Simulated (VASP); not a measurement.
# LiH: structure and properties in VASP

What structure does LiH take at this level, and what are its properties? The steps: relaxing cell and atoms (PBE), second relaxation, single point with fields (PBE), band structure (PBE), total and projected DOS (PBE), field gradients at the nuclei (PBE) and dielectric tensor and Born charges (PBE). The start is a cell from a database of measured crystal structures.

Main program and level: VASP 6.6.1; PBE; plane waves and PAW (Li_sv, H).

The database entry behind the starting cell differs from later determinations by our own check (the deuteride, about 0.2 % short), so it need not match the best structure at ambient conditions.

### Step 1. Set-up

Before any relaxation, the start is as follows. It takes space group Fm-3m (No. 225, cubic). Conventional cell: a = 4.074 Å, b = 4.074 Å, c = 4.074 Å, α = 90.00°, β = 90.00°, γ = 90.00°. Nearest to Li lie 6 H at 2.04 Å. Nearest to H lie 6 Li at 2.04 Å. Farther neighbours are not listed.

### Step 2. Relaxing cell and atoms (PBE)

The start need not lie at this functional's minimum. ISIF = 3 frees volume, shape and positions, and EDIFFG sets the threshold on forces and stress at which the search stops. PBE, the usual starting point, adds the gradient of the density.

File INCAR:

```
SYSTEM = LiH
PREC = Accurate
ENCUT = 650
EDIFF = 1E-06
NELM = 100
ISMEAR = 0
SIGMA = 0.05
LREAL = .FALSE.
ALGO = Normal
GGA = PE
NBANDS = 8
LORBIT = 11
LWAVE = .FALSE.
LCHARG = .FALSE.
KPAR = 2
IBRION = 2
NSW = 60
ISIF = 3
EDIFFG = -0.01
```

File POSCAR:

```
LiH
1.0
    0.0000000000      2.0367500000      2.0367500000
    2.0367500000      0.0000000000      2.0367500000
    2.0367500000      2.0367500000      0.0000000000
Li H
1 1
Direct
    0.0000000000      0.0000000000      0.0000000000
    0.5000000000      0.5000000000      0.5000000000
```

File KPOINTS:

```
Automatic mesh
0
Gamma
9 9 9
0 0 0
```

Potentials, in the order of the species: Li_sv and H (PBE family, release 64).

Run with:

```bash
$ mpirun -np 2 vasp_std
```

Output:

```text
[banner, memory and clock lines left out]
running    2 mpi-ranks, on    1 nodes
 distrk:  each k-point on    1 cores,    2 groups
 distr:  one band on    1 cores,    1 groups

 POSCAR found type information on POSCAR LiH
 POSCAR found :  2 types and       2 ions
 LDA part: xc-table for (Slater+PW92), standard interpolation
 POSCAR, INCAR and KPOINTS ok, starting setup
 FFT: planning ... GRIDC
 FFT: planning ... GRID_SOFT
 FFT: planning ... GRID
 WAVECAR not read
 entering main loop
       N       E                     dE             d eps       ncg     rms          rms(c)
DAV:   1    -0.259840221884E+01   -0.25984E+01   -0.16867E+03   568   0.523E+02
DAV:   2    -0.631279996707E+01   -0.37144E+01   -0.37144E+01   752   0.484E+01
DAV:   3    -0.636256826848E+01   -0.49768E-01   -0.49768E-01   680   0.563E+00
DAV:   4    -0.636328829806E+01   -0.72003E-03   -0.72003E-03   856   0.435E-01
DAV:   5    -0.636329138505E+01   -0.30870E-05   -0.30870E-05   728   0.191E-02    0.286E+00
DAV:   6    -0.618071582745E+01    0.18258E+00   -0.16073E-01   640   0.136E+00    0.142E+00
DAV:   7    -0.612075961311E+01    0.59956E-01   -0.20320E-01   712   0.172E+00    0.219E-01
DAV:   8    -0.612259598501E+01   -0.18364E-02   -0.43230E-03   680   0.451E-01    0.421E-02
DAV:   9    -0.612253616040E+01    0.59825E-04   -0.17841E-04   752   0.579E-02    0.716E-03
DAV:  10    -0.612253329226E+01    0.28681E-05   -0.55106E-06   680   0.191E-02    0.252E-03
DAV:  11    -0.612253269191E+01    0.60035E-06   -0.23307E-07   520   0.231E-03
   1 F= -.61225327E+01 E0= -.61225327E+01  d E =-.612253E+01
 curvature:   0.00 expect dE= 0.000E+00 dE for cont linesearch  0.000E+00
 trial: gam= 0.00000 g(F)=  0.276E-62 g(S)=  0.289E-02 ort = 0.000E+00 (trialstep = 0.100E+01)
 search vector abs. value=  0.289E-02
 bond charge predicted
       N       E                     dE             d eps       ncg     rms          rms(c)
DAV:   1    -0.612566171620E+01   -0.31284E-02   -0.18451E-02   656   0.997E-01    0.274E-01
DAV:   2    -0.612530389825E+01    0.35782E-03   -0.52816E-04   664   0.193E-01    0.163E-01
DAV:   3    -0.612505953283E+01    0.24437E-03   -0.34456E-04   960   0.962E-02    0.121E-02
DAV:   4    -0.612505460120E+01    0.49316E-05   -0.39378E-06   576   0.224E-02    0.481E-03
DAV:   5    -0.612506044873E+01   -0.58475E-05   -0.24301E-06   808   0.952E-03    0.925E-04
DAV:   6    -0.612506005601E+01    0.39271E-06   -0.51682E-08   312   0.216E-03
   2 F= -.61250601E+01 E0= -.61250601E+01  d E =-.252736E-02
 ZBRENT: can't locate minimum, use default step
 trial-energy change:   -0.002527  1 .order   -0.002526   -0.002885   -0.002167
 step:   4.0000(harm=  4.0176)  dis= 0.00000  next Energy=    -6.128329 (dE=-0.580E-02)
 bond charge predicted
       N       E                     dE             d eps       ncg     rms          rms(c)
DAV:   1    -0.613376302420E+01   -0.87026E-02   -0.17446E-01   648   0.314E+00    0.834E-01
DAV:   2    -0.613019459127E+01    0.35684E-02   -0.50570E-03   632   0.614E-01    0.495E-01
DAV:   3    -0.612825992898E+01    0.19347E-02   -0.31820E-03   960   0.296E-01    0.372E-02
DAV:   4    -0.612823752772E+01    0.22401E-04   -0.35731E-05   560   0.691E-02    0.160E-02
DAV:   5    -0.612825303173E+01   -0.15504E-04   -0.23666E-05   880   0.294E-02    0.293E-03
DAV:   6    -0.612825155495E+01    0.14768E-05   -0.34680E-07   320   0.582E-03    0.719E-04
DAV:   7    -0.612825159172E+01   -0.36768E-07   -0.15095E-07   280   0.334E-03
   3 F= -.61282516E+01 E0= -.61282516E+01  d E =-.571890E-02
 curvature:  -2.01 expect dE=-0.499E-05 dE for cont linesearch -0.499E-05
 trial: gam= 0.00000 g(F)=  0.805E-63 g(S)=  0.248E-05 ort =-0.846E-04 (trialstep = 0.160E+01)
 search vector abs. value=  0.248E-05
 reached required accuracy - stopping structural energy minimisation
```

Run time: 5.6 s. Hardware: 2 MPI ranks of Intel Xeon Platinum 8375C at 2.90GHz (Ice Lake), shared host; peak memory 0.23 GiB; 8.1 s of CPU time.

The logs omit lines about the potential files and the build; timing stands in the text.

Parts of OUTCAR (step 2):

```text
ion  position               nearest neighbor table
   1  0.000  0.000  0.000-
   2  0.500  0.500  0.500-

  LATTYP: Found a face centered cubic cell.
 ALAT       =     4.0735000000

 Subroutine GETGRP returns: Found 48 space group operations
 (whereof 48 operations were pure point group operations)

The static configuration has the point symmetry O_h .

 Found     35 irreducible k-points:

   k-points           NKPTS =     35   k-points in BZ     NKDIM =     35   number of bands    NBANDS=      8

   dimension x,y,z NGX =    24 NGY =   24 NGZ =   24
   dimension x,y,z NGXF=    48 NGYF=   48 NGZF=   48

   ENCUT  =  650.0 eV  47.77 Ry    6.91 a.u.   5.99  5.99  5.99*2*pi/ulx,y,z

   NELECT =       4.0000    total number of electrons

 k-points in reciprocal lattice and weights: Automatic mesh
   0.00000000  0.00000000  0.00000000       0.001
   0.11111111  0.00000000  0.00000000       0.011
   0.22222222  0.00000000  0.00000000       0.011
   0.33333333  0.00000000  0.00000000       0.011
   0.44444444  0.00000000  0.00000000       0.011
   0.11111111  0.11111111  0.00000000       0.008
   0.22222222  0.11111111  0.00000000       0.033
   0.33333333  0.11111111  0.00000000       0.033
   0.44444444  0.11111111  0.00000000       0.033
[...]
-0.33333333  0.44444444  0.11111111       0.033
  -0.33333333  0.44444444  0.22222222       0.033

 average (electrostatic) potential at core
       1 -63.1776       2 -33.9337

 E-fermi :   0.4582

 k-point     1 :       0.0000    0.0000    0.0000
  band No.  band energies     occupation
      1     -44.1380      2.00000
      2      -5.3376      2.00000
      3      16.3515      0.00000
      4      18.1316      0.00000
      5      18.1316      0.00000
      6      18.1316      0.00000
      7      22.8661      0.00000
    ...

 k-point     2 :       0.1111    0.0000    0.0000
  band No.  band energies     occupation
      1     -44.1325      2.00000
      2      -5.1198      2.00000
      3      14.5283      0.00000
      4      16.9891      0.00000
      5      17.6667      0.00000
      6      17.6667      0.00000
      7      22.3350      0.00000
    ...

 k-point     3 :       0.2222    0.0000    0.0000
  band No.  band energies     occupation
      1     -44.1183      2.00000
      2      -4.4850      2.00000
      3      10.8203      0.00000
      4      15.6064      0.00000
      5      16.9930      0.00000
      6      16.9930      0.00000
      7      23.0214      0.00000
    ...

  Total        0.0058561      0.0058561      0.0058561     -0.0000000     -0.0000000      0.0000000
  in kB        0.5886077      0.5886077      0.5886077     -0.0000000     -0.0000000      0.0000000
  external PRESSURE =       0.5886077 kB  Pullay stress =       0.0000000 kB

  energy-cutoff  :      650.00
  volume of cell :       15.94
      direct lattice vectors                 reciprocal lattice vectors
     0.000000000  1.997509667  1.997509667    -0.250311680  0.250311680  0.250311680
     1.997509667  0.000000000  1.997509667     0.250311680 -0.250311680  0.250311680
     1.997509667  1.997509667  0.000000000     0.250311680  0.250311680 -0.250311680

 POSITION                                       TOTAL-FORCE (eV/Angst)
 -----------------------------------------------------------------------------------
      0.00000      0.00000      0.00000         0.000000     -0.000000      0.000000
      1.99751      1.99751      1.99751        -0.000000      0.000000     -0.000000
 -----------------------------------------------------------------------------------
    total drift:                                0.000000     -0.000000     -0.000000

  FREE ENERGIE OF THE ION-ELECTRON SYSTEM (eV)
  ---------------------------------------------------
  free  energy   TOTEN  =        -6.1282515917 eV

  energy  without entropy=       -6.1282515917  energy(sigma->0) =       -6.12825159

 reached required accuracy - stopping structural energy minimisation

 total charge
# of ion       s       p       d       tot
------------------------------------------
    1        2.022   0.061   0.000   2.082
    2        0.545   0.002   0.000   0.547
--------------------------------------------------
tot          2.567   0.062   0.000   2.630

[... 3 further parts left out ...]
```

CONTCAR:

```
LiH
   1.00000000000000
     0.0000000000000000    1.9975096674038508    1.9975096674038508
     1.9975096674038508    0.0000000000000000    1.9975096674038508
     1.9975096674038508    1.9975096674038508    0.0000000000000000
  Li              H
     1     1
Direct
     0.0000000000000000    0.0000000000000000    0.0000000000000000
     0.5000000000000000    0.5000000000000000    0.5000000000000000
```

The gap is read on the k-mesh alone, so it is an upper bound where the band edges lie off the mesh, and a coarse mesh can show a gap where there is none. The run keeps the 48 symmetry operations of its start, so it cannot find a distortion of lower symmetry.

Step by step:

| step | energy less that of the first step (eV) | largest force (eV/Å) | pressure (GPa) | volume (Å³) |
| --- | --- | --- | --- | --- |
| 1 | 0.0000 | 0.0000 | -1.89 | 16.90 |
| 2 | -0.0025 | 0.0000 | -1.44 | 16.66 |
| 3 | -0.0057 | 0.0000 | 0.06 | 15.94 |

| conventional cell, symmetrised | before | after | change |
| --- | --- | --- | --- |
| a (Å) | 4.074 | 3.995 | -1.9 % |
| b (Å) | 4.074 | 3.995 | -1.9 % |
| c (Å) | 4.074 | 3.995 | -1.9 % |
| volume (Å³/atom) | 8.45 | 7.97 | -5.7 % |

Final coordinates:

```
Li H
1.0
     0.00000    1.99751    1.99751
     1.99751    0.00000    1.99751
     1.99751    1.99751    0.00000
Li H
1 1
Direct
  0.00000 0.00000 0.00000
  0.50000 0.50000 0.50000
```

Numbers from this step:

- electrons: 4
- bands: 8
- irreducible k-points: 35
- symmetry operations: 48
- free energy (TOTEN): -6.128 eV
- Fermi energy: 0.4582 eV
- pressure: 0.05886 GPa
- metallic, judged on the points sampled: no
- valence top at k: -0.4444, 0.4444, 0
- conduction bottom at k: -0.4444, 0.4444, 0
- least direct gap at k: -0.4444, 0.4444, 0
- SCF cycles over all ionic steps: 24
- gap on the k-mesh: 3.271 eV
- least direct gap on the k-mesh: 3.271 eV

It ends with forces that vanish by symmetry and a pressure of 0.06 GPa. The volume lies -5.7 % from that of the database's start, part of which can be the thermal and zero-point expansion of its experiment.

### Step 3. Second relaxation

A relaxation keeps the plane waves of the cell it began with, so it is repeated from the new cell, on a basis made for it. The mesh changes with the cell too.

INCAR is that of step 2.

File POSCAR:

```
LiH
1.0
    0.0000000000      1.9975096674      1.9975096674
    1.9975096674      0.0000000000      1.9975096674
    1.9975096674      1.9975096674      0.0000000000
Li H
1 1
Direct
    0.0000000000      0.0000000000      0.0000000000
    0.5000000000      0.5000000000      0.5000000000
```

File KPOINTS:

```
Automatic mesh
0
Gamma
10 10 10
0 0 0
```

Run with:

```bash
$ mpirun -np 2 vasp_std
```

Output:

```text
[... set-up lines as in an earlier step ...]
 entering main loop
       N       E                     dE             d eps       ncg     rms          rms(c)
DAV:   1    -0.211512501511E+01   -0.21151E+01   -0.18636E+03   752   0.559E+02
DAV:   2    -0.631220721974E+01   -0.41971E+01   -0.41971E+01  1080   0.539E+01
DAV:   3    -0.637027334536E+01   -0.58066E-01   -0.58066E-01   888   0.592E+00
DAV:   4    -0.637070381120E+01   -0.43047E-03   -0.43047E-03  1184   0.463E-01
DAV:   5    -0.637070445387E+01   -0.64267E-06   -0.64267E-06   944   0.135E-02    0.289E+00
DAV:   6    -0.618708699679E+01    0.18362E+00   -0.15539E-01   864   0.136E+00    0.145E+00
DAV:   7    -0.612518419657E+01    0.61903E-01   -0.20290E-01   944   0.175E+00    0.221E-01
DAV:   8    -0.612691386832E+01   -0.17297E-02   -0.39854E-03   904   0.452E-01    0.435E-02
DAV:   9    -0.612684841456E+01    0.65454E-04   -0.18010E-04  1040   0.599E-02    0.632E-03
DAV:  10    -0.612684428790E+01    0.41267E-05   -0.52820E-06   928   0.187E-02    0.231E-03
DAV:  11    -0.612684366813E+01    0.61978E-06   -0.20244E-07   704   0.211E-03
   1 F= -.61268437E+01 E0= -.61268437E+01  d E =-.612684E+01
 curvature:   0.00 expect dE= 0.000E+00 dE for cont linesearch  0.000E+00
 trial: gam= 0.00000 g(F)=  0.944E-63 g(S)=  0.201E-05 ort = 0.000E+00 (trialstep = 0.100E+01)
 search vector abs. value=  0.201E-05
 reached required accuracy - stopping structural energy minimisation
```

Wall time 4.8 s (2 MPI ranks); peak memory 0.24 GiB; 4.7 s of CPU time.

Parts of OUTCAR (step 3):

```text
  LATTYP: Found a face centered cubic cell.
 ALAT       =     3.9950193348

The static configuration has the point symmetry O_h .

 Found     47 irreducible k-points:

   k-points           NKPTS =     47   k-points in BZ     NKDIM =     47   number of bands    NBANDS=      8

   ENCUT  =  650.0 eV  47.77 Ry    6.91 a.u.   5.87  5.87  5.87*2*pi/ulx,y,z

   NELECT =       4.0000    total number of electrons

 E-fermi :   0.4765

 k-point     1 :       0.0000    0.0000    0.0000
  band No.  band energies     occupation
      1     -44.1389      2.00000
      2      -5.3374      2.00000
      3      16.3518      0.00000
      4      18.1317      0.00000
      5      18.1317      0.00000
      6      18.1317      0.00000
      7      22.8661      0.00000
    ...

 k-point     2 :       0.1000    0.0000    0.0000
  band No.  band energies     occupation
      1     -44.1341      2.00000
      2      -5.1589      2.00000
      3      14.8558      0.00000
      4      17.1386      0.00000
      5      17.7392      0.00000
      6      17.7392      0.00000
      7      22.2967      0.00000
    ...

  Total        0.0052649      0.0052649      0.0052649     -0.0000000     -0.0000000      0.0000000
  in kB        0.5291780      0.5291780      0.5291780     -0.0000000     -0.0000000      0.0000000
  external PRESSURE =       0.5291780 kB  Pullay stress =       0.0000000 kB

 POSITION                                       TOTAL-FORCE (eV/Angst)
 -----------------------------------------------------------------------------------
      0.00000      0.00000      0.00000         0.000000     -0.000000     -0.000000
      1.99751      1.99751      1.99751        -0.000000      0.000000      0.000000
 -----------------------------------------------------------------------------------
    total drift:                                0.000000     -0.000000     -0.000000

  FREE ENERGIE OF THE ION-ELECTRON SYSTEM (eV)
  ---------------------------------------------------
  free  energy   TOTEN  =        -6.1268436681 eV

  energy  without entropy=       -6.1268436681  energy(sigma->0) =       -6.12684367

[... 6 parts as in an earlier step ...]

[... 6 further parts left out ...]
```

Little changed from the start: no atom moved by 0.005 Å and no cell edge by 0.1 %.

This step gave:

```yaml
irreducible_k_points: 47
free_energy_toten: -6.127 eV
fermi_energy: 0.4765 eV
pressure: 0.05292 GPa
valence_top_at_k: 0.5, 0.5, 0
conduction_bottom_at_k: 0.5, 0.5, 0
least_direct_gap_at_k: 0.5, 0.5, 0
scf_cycles_over_all_ionic_steps: 11
gap_on_the_k_mesh: 2.972 eV
least_direct_gap_on_the_k_mesh: 2.972 eV
```

It ends with forces that vanish by symmetry and a pressure of 0.05 GPa. The volume moved by under 0.01 %: the run met its threshold at the first step.

(Continued in part 2 of 4.)

[Lines on the potential files, build, host, timing and source positions are cut from VASP's logs without a mark.]

[Logs are printed without paths, hosts, clocks, repeated set-up lines and the standing remarks that a program may print on its own settings, such as how far it seeks lower states.]

[Hosts, paths, dates, database ids (printed as entryN), source tags and the programs' standing remarks are cut or masked in the printed files.]

[A measured line is paired with the nearest computed mode of its activity, which favours agreement.]

[In band tables of VASP the shares of atoms and orbitals are scaled to a sum of 1 inside the atoms' spheres.]
